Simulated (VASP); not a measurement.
Data:

```
CELL_PARAMETERS angstrom
      0.00000     1.97775     1.97775
      1.97775     0.00000     1.97775
      1.97775     1.97775     0.00000
ATOMIC_POSITIONS crystal
  Li 0.00000 0.00000 0.00000
  F  0.50000 0.50000 0.50000
```

The numbers are results of PBE GGA with D3 dispersion (zero damping), VASP's PBE PAW potentials (set 64) (plane waves; VASP), not measurements. Numerical set-up: 520 eV cut-off, 11×11×11 Γ-centred mesh, Gaussian smearing of 0.050 eV, potentials Li_sv F.

**Question.** Give the stress tensor in GPa (positive for a compressed cell).

**Answer.** 
```
2.35  0.00  0.00
0.00  2.35  0.00
0.00  0.00  2.35
```
The pressure is its mean diagonal, 2.35 GPa.

The compound is LiF in the rock salt structure. This cell is one point of a volume scan, at 0.97 of the reference volume.
